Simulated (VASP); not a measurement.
## TaAs (relaxed from the wurtzite structure, space group P6_3mc): computed properties

All values below come from PBEsol GGA, VASP's PBE PAW potentials (set 64) (plane waves; VASP).

```yaml
space_group: P6_3mc (186)
cell: a = b = 3.000 Å, c = 9.276 Å, α = β = 90.00°, γ = 120.00°
volume_per_atom: 18.08 Å³/atom
band gap (over mesh and band path): none (metal, semimetal or under 0.01 eV)
density: 11.75 g/cm³
```

```yaml
crystal:
  lattice:
    - [3.00001, 0.00000, 0.00000]
    - [-1.50000, 2.59808, 0.00000]
    - [0.00000, 0.00000, 9.27642]
  atoms:
    - { symbol: Ta, position: [0.33333, 0.66667, 0.04740] }
    - { symbol: Ta, position: [0.66667, 0.33333, 0.54740] }
    - { symbol: As, position: [0.33333, 0.66667, 0.32760] }
    - { symbol: As, position: [0.66667, 0.33333, 0.82760] }
```

Unless said otherwise, spin-orbit coupling is left out, though it shifts the bands of the heavy elements here.

The structure was generated: TaAs was put into the wurtzite type (P6_3mc), which need not be its known phase. It was relaxed first, which changed the volume by -51 %. Symmetry was kept, so distortions that lower it aren't found.
